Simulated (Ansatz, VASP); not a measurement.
## SnPb2: VASP beside Ansatz

One calculation is typed for both programs; each brings its own data sets. How far apart do they land? The cell is generated by rule, not measured, and may not be a known phase. The cell is taken from a series of runs on this material, whose earlier steps may have relaxed, scaled, displaced or heated it; both programs get it as it stands.

Calculated with Ansatz 0.2.0; plane waves, with VASP 6.6.1 beside it; zone-centre phonons at PBEsol.

The structure was built from a prototype and need not be the compound's stable phase.

### Step 1. Set-up

Symmetry: Fm-3m, No. 225, cubic system. Conventional cell: a = 7.380 Å, b = 7.380 Å, c = 7.380 Å, α = 90.00°, β = 90.00°, γ = 90.00°. Nearest to Sn lie 8 Pb at 3.20 Å. Nearest to Pb lie 4 Sn at 3.20 Å. Farther neighbours are not listed.

As a file:

```xyz
3
Lattice="0.0000 3.6901 3.6901 3.6901 0.0000 3.6901 3.6901 3.6901 0.0000" Properties=species:S:1:pos:R:3 pbc="T T T"
Sn    0.0000    0.0000    0.0000
Pb    1.8451    1.8451    1.8451
Pb    5.5352    5.5352    5.5352
```

### Step 2. VASP: zone-centre phonons, PBEsol

Second derivatives magnify differences that forces hide, and they need a tight electronic threshold.

Lines of VASP's logs that name or quote its potential files are left out, and so is its time.

Contents of INCAR:

```
SYSTEM = SnPb2
PREC = Accurate
ENCUT = 500
EDIFF = 1E-08
NELM = 120
ISMEAR = 1
SIGMA = 0.15
LREAL = .FALSE.
ALGO = Normal
GGA = PS
NBANDS = 27
LORBIT = 11
LWAVE = .FALSE.
LCHARG = .FALSE.
ISIF = 2
IBRION = 8
LASPH = .TRUE.
GGA_COMPAT = .FALSE.
KPAR = 2
```

Contents of POSCAR:

```
SnPb2
1.0
    0.0000000000      3.6901472405      3.6901472405
    3.6901472405      0.0000000000      3.6901472405
    3.6901472405      3.6901472405      0.0000000000
Sn Pb
1 2
Direct
    0.0000000000      0.0000000000      0.0000000000
    0.2500000000      0.2500000000      0.2500000000
    0.7500000000      0.7500000000      0.7500000000
```

Contents of KPOINTS:

```
Automatic mesh
0
Gamma
8 8 8
0 0 0
```

The projector-augmented-wave data sets are Sn_d and Pb_d (PBE family, release 64).

Launch:

```sh
$ mpirun -np 2 vasp_std
```

Numbers of over 12 decimals in the logs are rounded to 6 here.

Output:

```text
[banner, memory and clock lines left out]
running    2 mpi-ranks, on    1 nodes
 distrk:  each k-point on    1 cores,    2 groups
 distr:  one band on    1 cores,    1 groups

 POSCAR found type information on POSCAR SnPb
 POSCAR found :  2 types and       3 ions
|                                                                             |
|               ----> ADVICE to this user running VASP <----                  |
|                                                                             |
|     You enforced a specific xc type in the INCAR file but a different       |
|     [... a line on the potential file left out ...]
|     I HOPE YOU KNOW WHAT YOU ARE DOING!                                     |
|                                                                             |

 LDA part: xc-table for (Slater+PW92), standard interpolation
 POSCAR, INCAR and KPOINTS ok, starting setup
 FFT: planning ... GRIDC
 FFT: planning ... GRID_SOFT
 FFT: planning ... GRID
 WAVECAR not read
 entering main loop
       N       E                     dE             d eps       ncg     rms          rms(c)
DAV:   1     0.444404189359E+03    0.44440E+03   -0.20432E+04  1569   0.194E+03
DAV:   2     0.357547114936E+02   -0.40865E+03   -0.40352E+03  1566   0.496E+02
DAV:   3    -0.101160476132E+02   -0.45871E+02   -0.45153E+02  1924   0.190E+02
DAV:   4    -0.119580151932E+02   -0.18420E+01   -0.18394E+01  1803   0.438E+01
DAV:   5    -0.120445655128E+02   -0.86550E-01   -0.86544E-01  2306   0.882E+00    0.201E+00
DAV:   6    -0.119595540834E+02    0.85011E-01   -0.13201E-01  1908   0.371E+00    0.100E+00
DAV:   7    -0.119420615990E+02    0.17492E-01   -0.70192E-02  1902   0.218E+00    0.296E-01
DAV:   8    -0.119412559319E+02    0.80567E-03   -0.87897E-03  1888   0.111E+00    0.968E-02
DAV:   9    -0.119412434144E+02    0.12517E-04   -0.11607E-03  2094   0.411E-01    0.310E-02
DAV:  10    -0.119412448693E+02   -0.14549E-05   -0.16925E-04  2048   0.114E-01    0.951E-03
DAV:  11    -0.119412476906E+02   -0.28213E-05   -0.26656E-05  1940   0.467E-02    0.516E-03
DAV:  12    -0.119412467885E+02    0.90211E-06   -0.38446E-06  1836   0.230E-02    0.245E-03
DAV:  13    -0.119412470703E+02   -0.28180E-06   -0.40840E-07  1783   0.659E-03    0.775E-04
DAV:  14    -0.119412471637E+02   -0.93429E-07   -0.58576E-08  1479   0.165E-03    0.309E-04
DAV:  15    -0.119412471799E+02   -0.16190E-07   -0.10370E-08   972   0.136E-03    0.664E-05
DAV:  16    -0.119412471997E+02   -0.19814E-07   -0.22926E-09   837   0.558E-04    0.592E-05
DAV:  17    -0.119412471962E+02    0.34779E-08   -0.94815E-10   834   0.362E-04
   1 F= -.11941247E+02 E0= -.11940549E+02  d E =-.209547E-02
 Linear response reoptimize wavefunctions to high precision
DAV:   1    -0.119412471962E+02    0.20009E-10   -0.50224E-10   837   0.304E-04
 Linear response DOF=           2
 Linear response progress:
  Degree of freedom:   1/  2
       N       E                     dE             d eps       ncg     rms          rms(c)
RMM:   1    -0.216167070417E+00   -0.21617E+00    0.47499E-01  4847   0.719E+00
RMM:   2    -0.223268825692E+00   -0.71018E-02   -0.24847E-02  5088   0.859E-01    0.636E-02
RMM:   3    -0.223671592761E+00   -0.40277E-03   -0.33037E-03  5669   0.335E-01    0.201E-02
RMM:   4    -0.223726561527E+00   -0.54969E-04   -0.43421E-04  5701   0.137E-01    0.150E-02
RMM:   5    -0.223795908206E+00   -0.69347E-04   -0.89738E-05  5639   0.624E-02    0.714E-03
RMM:   6    -0.223803682861E+00   -0.77747E-05   -0.14333E-05  6015   0.259E-02    0.474E-03
RMM:   7    -0.223799309668E+00    0.43732E-05   -0.30567E-06  5658   0.978E-03    0.127E-03
RMM:   8    -0.223798994415E+00    0.31525E-06   -0.74939E-08  5851   0.406E-03    0.254E-04
RMM:   9    -0.223796984080E+00    0.20103E-05   -0.20585E-07  5914   0.178E-03    0.664E-05
RMM:  10    -0.223796824629E+00    0.15945E-06   -0.18327E-07  6055   0.855E-04    0.391E-05
RMM:  11    -0.223797027249E+00   -0.20262E-06   -0.93931E-08  5949   0.417E-04    0.375E-05
RMM:  12    -0.223797173752E+00   -0.14650E-06   -0.30316E-08  6062   0.213E-04    0.222E-05
RMM:  13    -0.223797340925E+00   -0.16717E-06   -0.26894E-08  5856   0.117E-04    0.249E-05
RMM:  14    -0.223797470179E+00   -0.12925E-06    0.38156E-08  6077   0.706E-05    0.841E-06
RMM:  15    -0.223797521956E+00   -0.51777E-07   -0.87801E-09  5866   0.450E-05    0.274E-06
RMM:  16    -0.223797488878E+00    0.33078E-07   -0.23489E-08  5439   0.304E-05    0.106E-06
RMM:  17    -0.223797487560E+00    0.13182E-08   -0.99436E-09  4973   0.224E-05    0.126E-06
 first order change of Fermi-energy   0.37739E-03
 force on displaced ion       1 direction 1 :  -3.326   0.000   0.000
 Linear response progress:
  Degree of freedom:   2/  2
       N       E                     dE             d eps       ncg     rms          rms(c)
RMM:   1    -0.337421154815E+00   -0.33742E+00   -0.20697E-01  7080   0.407E+00
RMM:   2    -0.339257702350E+00   -0.18365E-02   -0.17891E-02  8451   0.960E-01    0.287E-02
RMM:   3    -0.339384027609E+00   -0.12633E-03   -0.22444E-03  9589   0.327E-01    0.144E-02
RMM:   4    -0.339241674558E+00    0.14235E-03   -0.26880E-04  9042   0.126E-01    0.624E-03
RMM:   5    -0.339193146682E+00    0.48528E-04   -0.37530E-05  8664   0.563E-02    0.236E-03
RMM:   6    -0.339190274431E+00    0.28723E-05    0.15744E-05  9121   0.232E-02    0.110E-03
RMM:   7    -0.339189888006E+00    0.38642E-06    0.10119E-05  8338   0.954E-03    0.447E-04
RMM:   8    -0.339187389303E+00    0.24987E-05    0.34601E-06  9067   0.425E-03    0.187E-04
RMM:   9    -0.339186038172E+00    0.13511E-05    0.18885E-06  8605   0.192E-03    0.724E-05
RMM:  10    -0.339186104041E+00   -0.65868E-07    0.15729E-06  9181   0.894E-04    0.212E-05
RMM:  11    -0.339186348664E+00   -0.24462E-06    0.64927E-07  8908   0.430E-04    0.121E-05
RMM:  12    -0.339186367918E+00   -0.19254E-07    0.33609E-07  9474   0.202E-04    0.564E-06
RMM:  13    -0.339186372145E+00   -0.42267E-08    0.11311E-07  9085   0.105E-04    0.308E-06
RMM:  14    -0.339186337338E+00    0.34807E-07    0.65918E-08  9590   0.597E-05    0.603E-07
RMM:  15    -0.339186334477E+00    0.28603E-08    0.61541E-08  8407   0.379E-05    0.748E-07
 first order change of Fermi-energy  -0.78492E-04
 force on displaced ion       2 direction 1 :  -2.160   0.000   0.000
 Linear response finished
```

OUTCAR, selected parts (step 2):

```text
ion  position               nearest neighbor table
   1  0.000  0.000  0.000-   3 3.20   3 3.20   3 3.20   2 3.20   3 3.20   2 3.20   2 3.20   2 3.20

  LATTYP: Found a face centered cubic cell.
 ALAT       =     7.3802944810

 Subroutine GETGRP returns: Found 48 space group operations
 (whereof 48 operations were pure point group operations)

The static configuration has the point symmetry O_h .

 Found     29 irreducible k-points:

   k-points           NKPTS =     29   k-points in BZ     NKDIM =     29   number of bands    NBANDS=     27

   dimension x,y,z NGX =    40 NGY =   40 NGZ =   40
   dimension x,y,z NGXF=    80 NGYF=   80 NGZF=   80

   ENCUT  =  500.0 eV  36.75 Ry    6.06 a.u.   9.51  9.51  9.51*2*pi/ulx,y,z

   NELECT =      42.0000    total number of electrons

 k-points in reciprocal lattice and weights: Automatic mesh
   0.00000000  0.00000000  0.00000000       0.002
   0.12500000  0.00000000  0.00000000       0.016
   0.25000000  0.00000000  0.00000000       0.016
   0.37500000  0.00000000  0.00000000       0.016
   0.50000000  0.00000000  0.00000000       0.008
   0.12500000  0.12500000  0.00000000       0.012
   0.25000000  0.12500000  0.00000000       0.047
   0.37500000  0.12500000  0.00000000       0.047
   0.50000000  0.12500000  0.00000000       0.047
[...]
-0.37500000  0.50000000  0.12500000       0.023
  -0.25000000  0.50000000  0.25000000       0.012

 average (electrostatic) potential at core
       1-100.7027       2 -91.3056       3 -91.3056

  Total       -0.0361190     -0.0361190     -0.0361190      0.0000000      0.0000000      0.0000000
  in kB       -0.5758183     -0.5758183     -0.5758183      0.0000000      0.0000000      0.0000000
  external PRESSURE =      -0.5758183 kB  Pullay stress =       0.0000000 kB

  energy-cutoff  :      500.00
  volume of cell :      100.50
      direct lattice vectors                 reciprocal lattice vectors
     0.000000000  3.690147240  3.690147240    -0.135495948  0.135495948  0.135495948
     3.690147240  0.000000000  3.690147240     0.135495948 -0.135495948  0.135495948
     3.690147240  3.690147240  0.000000000     0.135495948  0.135495948 -0.135495948

 POSITION                                       TOTAL-FORCE (eV/Angst)
 -----------------------------------------------------------------------------------
      0.00000      0.00000      0.00000        -0.000000      0.000000      0.000000
      1.84507      1.84507      1.84507        -0.000000     -0.000000     -0.000000
      5.53522      5.53522      5.53522         0.000000      0.000000      0.000000
 -----------------------------------------------------------------------------------
    total drift:                               -0.000000     -0.000000      0.000000

 Eigenvectors and eigenvalues of the dynamical matrix
 ----------------------------------------------------

   1 f  =    2.966470 THz    18.638878 2PiTHz   98.950774 cm-1    12.268327 meV
             X         Y         Z           dx          dy          dz
      0.000000  0.000000  0.000000    -0.000000   -0.000000   -0.882180
      1.845074  1.845074  1.845074     0.000000    0.000000    0.332986
      5.535221  5.535221  5.535221    -0.000000   -0.000000    0.332986

   2 f  =    2.966470 THz    18.638878 2PiTHz   98.950774 cm-1    12.268327 meV
             X         Y         Z           dx          dy          dz
      0.000000  0.000000  0.000000    -0.179956   -0.863630    0.000000
      1.845074  1.845074  1.845074     0.067926    0.325984   -0.000000
      5.535221  5.535221  5.535221     0.067926    0.325984   -0.000000

   3 f  =    2.966470 THz    18.638878 2PiTHz   98.950774 cm-1    12.268327 meV
             X         Y         Z           dx          dy          dz
      0.000000  0.000000  0.000000    -0.863630    0.179956    0.000000
      1.845074  1.845074  1.845074     0.325984   -0.067926   -0.000000
      5.535221  5.535221  5.535221     0.325984   -0.067926    0.000000

   4 f  =    1.773134 THz    11.140927 2PiTHz   59.145370 cm-1     7.333088 meV
             X         Y         Z           dx          dy          dz
      0.000000  0.000000  0.000000     0.000000   -0.000000   -0.000000
      1.845074  1.845074  1.845074    -0.650767    0.258391   -0.098670
      5.535221  5.535221  5.535221     0.650767   -0.258391    0.098670

   5 f  =    1.773134 THz    11.140927 2PiTHz   59.145370 cm-1     7.333088 meV
             X         Y         Z           dx          dy          dz
      0.000000  0.000000  0.000000     0.000000   -0.000000   -0.000000
      1.845074  1.845074  1.845074     0.260944    0.657197   -0.000000
      5.535221  5.535221  5.535221    -0.260944   -0.657197    0.000000

   6 f  =    1.773134 THz    11.140927 2PiTHz   59.145370 cm-1     7.333088 meV
             X         Y         Z           dx          dy          dz
      0.000000  0.000000  0.000000    -0.000000    0.000000    0.000000
      1.845074  1.845074  1.845074    -0.091706    0.036412    0.700189
      5.535221  5.535221  5.535221     0.091706   -0.036412   -0.700189

   7 f/i=    0.003267 THz     0.020529 2PiTHz    0.108985 cm-1     0.013512 meV
             X         Y         Z           dx          dy          dz
      0.000000  0.000000  0.000000     0.267589   -0.334299   -0.195957
      1.845074  1.845074  1.845074     0.354463   -0.442830   -0.259574
      5.535221  5.535221  5.535221     0.354463   -0.442830   -0.259574

   8 f/i=    0.003267 THz     0.020529 2PiTHz    0.108985 cm-1     0.013512 meV
             X         Y         Z           dx          dy          dz
      0.000000  0.000000  0.000000    -0.224586    0.060267   -0.409497
      1.845074  1.845074  1.845074    -0.297498    0.079832   -0.542441
      5.535221  5.535221  5.535221    -0.297498    0.079832   -0.542441

   9 f/i=    0.003267 THz     0.020529 2PiTHz    0.108985 cm-1     0.013512 meV
             X         Y         Z           dx          dy          dz
      0.000000  0.000000  0.000000     0.315778    0.326146   -0.125187
      1.845074  1.845074  1.845074     0.418297    0.432029   -0.165829
      5.535221  5.535221  5.535221     0.418297    0.432029   -0.165829

 ELASTIC MODULI CONTR FROM IONIC RELAXATION (kBar)
 Direction    XX          YY          ZZ          XY          YZ          ZX
 --------------------------------------------------------------------------------
 XX          -0.0000     -0.0000     -0.0000     -0.0000     -0.0000     -0.0000
 YY          -0.0000     -0.0000     -0.0000     -0.0000      0.0000      0.0000
 ZZ          -0.0000     -0.0000     -0.0000     -0.0000      0.0000     -0.0000
 XY          -0.0000     -0.0000     -0.0000   -107.0470      0.0000     -0.0000
 YZ          -0.0000      0.0000      0.0000      0.0000   -107.0470     -0.0000
 ZX          -0.0000      0.0000     -0.0000     -0.0000     -0.0000   -107.0470
 --------------------------------------------------------------------------------
```

(Part 1 of 2 ends here.)

[Lines on the potential files, build, host, timing and source positions are cut from VASP's logs without a mark.]

[Logs are printed without paths, hosts, clocks, repeated set-up lines and the standing remarks that a program may print on its own settings, such as how far it seeks lower states.]

[Hosts, paths, dates, database ids (printed as entryN), source tags and the programs' standing remarks are cut or masked in the printed files.]
